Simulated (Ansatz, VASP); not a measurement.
B7C: VASP beside Ansatz

```
CELL_PARAMETERS angstrom
-2.32503 2.32503 2.32503
2.32503 -2.32503 2.32503
2.32503 2.32503 -2.32503
ATOMIC_POSITIONS crystal
B 0.00000 0.50000 0.50000
B 0.50000 0.50000 0.00000
B 0.50000 0.00000 0.50000
B 0.00000 0.00000 0.50000
B 0.00000 0.50000 0.00000
B 0.50000 0.00000 0.00000
B 0.50000 0.50000 0.50000
C 0.00000 0.00000 0.00000
```

Change from the starting cell: species swapped into the Fe7Co type (Im-3m, No. 229).

Alike in both runs: functional PBE; k mesh 12 × 12 × 12; occupations gaussian, width 0.1 eV; no spin polarisation.

Ansatz relaxed the structure, and its values are those at the end. VASP's run is a single point on that final structure, the one shown.

|  | VASP | Ansatz |
| --- | --- | --- |
| version | VASP 6.6.1 | Ansatz 0.2.0 |
| potentials or method | VASP PAW PBE potentials, release 64 (B, C) | scalar-relativistic, plane waves, PAW |
| plane-wave cutoff (eV) | 520 | 420 |
| valence electrons in the cell | 25 | 25 |

|  | VASP | Ansatz | Ansatz less VASP |
| --- | --- | --- | --- |
| gap on the k mesh at the Fermi level (eV) | none | none | - |
| pressure (GPa) | -0.1 | 0.0 | +0.08 |

A gap of «none» marks a metal or a gap that the smearing closes. With one functional, cell and mesh, what is left measures potentials, basis and numerics.
